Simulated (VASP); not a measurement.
Output of a VASP run:

### OSZICAR
```
       N       E                     dE             d eps       ncg     rms          rms(c)
DAV:   1     0.502604229790E+03    0.50260E+03   -0.26650E+04  1680   0.207E+03
DAV:   2    -0.186347258970E+02   -0.52124E+03   -0.51661E+03  2088   0.535E+02
DAV:   3    -0.527147753911E+02   -0.34080E+02   -0.33128E+02  1792   0.140E+02
DAV:   4    -0.537538911185E+02   -0.10391E+01   -0.10386E+01  2952   0.225E+01
DAV:   5    -0.537634590354E+02   -0.95679E-02   -0.95486E-02  2072   0.169E+00    0.437E+01
DAV:   6    -0.452447993332E+02    0.85187E+01   -0.90805E+01  2336   0.766E+01    0.200E+01
DAV:   7    -0.443249034614E+02    0.91990E+00   -0.27631E+01  1968   0.492E+01    0.195E+01
DAV:   8    -0.436887321962E+02    0.63617E+00   -0.38310E+00  1856   0.189E+01    0.214E+00
DAV:   9    -0.436975979675E+02   -0.88658E-02   -0.16192E-01  2304   0.263E+00    0.123E+00
DAV:  10    -0.436904956490E+02    0.71023E-02   -0.53737E-02  1880   0.238E+00    0.265E-01
DAV:  11    -0.436901532870E+02    0.34236E-03   -0.40022E-03  1928   0.504E-01    0.930E-02
DAV:  12    -0.436901621882E+02   -0.89012E-05   -0.21634E-04  2224   0.136E-01    0.776E-02
DAV:  13    -0.436901460816E+02    0.16107E-04   -0.14946E-04  1936   0.117E-01    0.134E-02
DAV:  14    -0.436901459309E+02    0.15067E-06   -0.99645E-06  2072   0.282E-02
   1 F= -.42005704E+02 E0= -.42004893E+02  d E =-.420057E+02
       N       E                     dE             d eps       ncg     rms          rms(c)
DAV:   1    -0.443848317788E+02   -0.69469E+00   -0.20409E+01  1760   0.483E+01    0.117E+01
DAV:   2    -0.437148786498E+02    0.66995E+00   -0.27133E+00  1792   0.177E+01    0.255E+00
DAV:   3    -0.436392958655E+02    0.75583E-01   -0.79817E-01  1808   0.699E+00    0.226E+00
DAV:   4    -0.436017187567E+02    0.37577E-01   -0.16212E-01  2216   0.423E+00    0.705E-01
DAV:   5    -0.435999699200E+02    0.17488E-02   -0.20467E-02  2728   0.944E-01    0.640E-01
DAV:   6    -0.436005593512E+02   -0.58943E-03   -0.56979E-03  2056   0.465E-01    0.308E-01
DAV:   7    -0.436006628721E+02   -0.10352E-03   -0.23299E-03  2672   0.285E-01    0.584E-02
DAV:   8    -0.436006827347E+02   -0.19863E-04   -0.12956E-04  2736   0.764E-02    0.265E-02
DAV:   9    -0.436006813468E+02    0.13879E-05   -0.10440E-05  2072   0.250E-02    0.420E-03
DAV:  10    -0.436006812877E+02    0.59087E-07   -0.44242E-07   896   0.483E-03
   2 F= -.41995713E+02 E0= -.41994884E+02  d E =0.999133E-02
       N       E                     dE             d eps       ncg     rms          rms(c)
DAV:   1    -0.439114936623E+02   -0.31081E+00   -0.62063E+00  1752   0.272E+01    0.627E+00
DAV:   2    -0.437237967643E+02    0.18770E+00   -0.10480E+00  1784   0.111E+01    0.173E+00
DAV:   3    -0.436866749517E+02    0.37122E-01   -0.34696E-01  1872   0.486E+00    0.145E+00
DAV:   4    -0.436728621220E+02    0.13813E-01   -0.60050E-02  2184   0.254E+00    0.562E-01
DAV:   5    -0.436722383739E+02    0.62375E-03   -0.69593E-03  2504   0.551E-01    0.484E-01
DAV:   6    -0.436726910039E+02   -0.45263E-03   -0.43768E-03  1992   0.398E-01    0.195E-01
DAV:   7    -0.436723974722E+02    0.29353E-03   -0.19021E-03  1912   0.264E-01    0.544E-02
DAV:   8    -0.436724137471E+02   -0.16275E-04   -0.18780E-04  3032   0.738E-02    0.239E-02
DAV:   9    -0.436724115076E+02    0.22395E-05   -0.18103E-05  1896   0.257E-02    0.659E-03
DAV:  10    -0.436724114688E+02    0.38864E-07   -0.10231E-06   912   0.697E-03
   3 F= -.42024189E+02 E0= -.42023372E+02  d E =-.184849E-01
```

OUTCAR:
```
------------------------ aborting loop because EDIFF is reached ----------------------------------------
  FORCE on cell =-STRESS in cart. coord.  units (eV):
  Direction    XX          YY          ZZ          XY          YZ          ZX
  --------------------------------------------------------------------------------------
  Total        1.6462783      1.6462783      1.6462783      0.0000000      0.0000000     -0.0000000
  in kB       49.9410243     49.9410243     49.9410243      0.0000000      0.0000000     -0.0000000
  external PRESSURE =      -0.0589757 kB  Pullay stress =      50.0000000 kB
  volume of cell :       52.81
      direct lattice vectors                 reciprocal lattice vectors
     3.751907540  0.000000000  0.000000000     0.266531088 -0.000000000  0.000000000
     0.000000000  3.751907540 -0.000000000    -0.000000000  0.266531088 -0.000000000
    -0.000000000  0.000000000  3.751907540    -0.000000000  0.000000000  0.266531088
 POSITION                                       TOTAL-FORCE (eV/Angst)
 -----------------------------------------------------------------------------------
      0.00000      0.00000      0.00000         0.000000     -0.000000      0.000000
      1.87595      1.87595      1.87595        -0.000000      0.000000      0.000000
      1.87595      0.00000      1.87595         0.000000      0.000000      0.000000
      0.00000      1.87595      1.87595        -0.000000      0.000000      0.000000
      1.87595      1.87595     -0.00000         0.000000     -0.000000      0.000000
 -----------------------------------------------------------------------------------
    total drift:                                0.000000     -0.000000     -0.000000
  FREE ENERGIE OF THE ION-ELECTRON SYSTEM (eV)
  ---------------------------------------------------
  free  energy   TOTEN  =       -43.6724114688 eV

  energy  without entropy=      -43.6699601300  energy(sigma->0) =      -43.67159436
  enthalpy is  TOTEN    =       -42.0241890993 eV   P V=        1.6482223695

 reached required accuracy - stopping structural energy minimisation
```
(Selected blocks of OUTCAR.)

File POSCAR:
```
SrVO3
1
    3.7791911043     0.0000000000     0.0000000000
    0.0000000000     3.7791911043     0.0000000000
    0.0000000000     0.0000000000     3.7791911043
Sr V O
1 1 3
Direct
  0.0000000000   0.0000000000   0.0000000000
  0.5000000000   0.5000000000   0.5000000000
  0.5000000000   0.0000000000   0.5000000000
  0.0000000000   0.5000000000   0.5000000000
  0.5000000000   0.5000000000   0.0000000000
```

Reconstruct the remaining input files.

Several could match; the one computed here: the input of the run itself, LDA (Ceperley-Alder, Perdew-Zunger), plane waves, VASP's LDA PAW potentials (set 64).

### KPOINTS
```
Automatic mesh
0
G
  8 8 8
0 0 0
```

INCAR:
```
# general
SYSTEM   =  SrVO3
PREC     =  Accurate
ENCUT    =  620
LREAL    =  .False.
LASPH    =  .True.

# electronic loop
EDIFF    =  1E-6
NELM     =  100
ALGO     =  Normal
LMAXMIX  =  4

# smearing
ISMEAR   =  1
SIGMA    =  0.1

# ions
IBRION   =  2
NSW      =  40
ISIF     =  3
EDIFFG   =  -0.02
PSTRESS  =  50

# output
LWAVE    =  .False.
LCHARG   =  .False.
```

POTCAR, in this order: Sr_sv V_sv O (LDA.64 set). Program: vasp_std.

Energy and stress use the plane-wave basis of the starting cell.

The compound is SrVO3 in the cubic perovskite structure. This run relaxes it under an external pressure of 5 GPa. Symmetry was kept, so distortions that lower it aren't found. The run is not spin-polarised, so no magnetic state was tried. The electron count is odd and the run is not spin-polarised, which forces a metal.
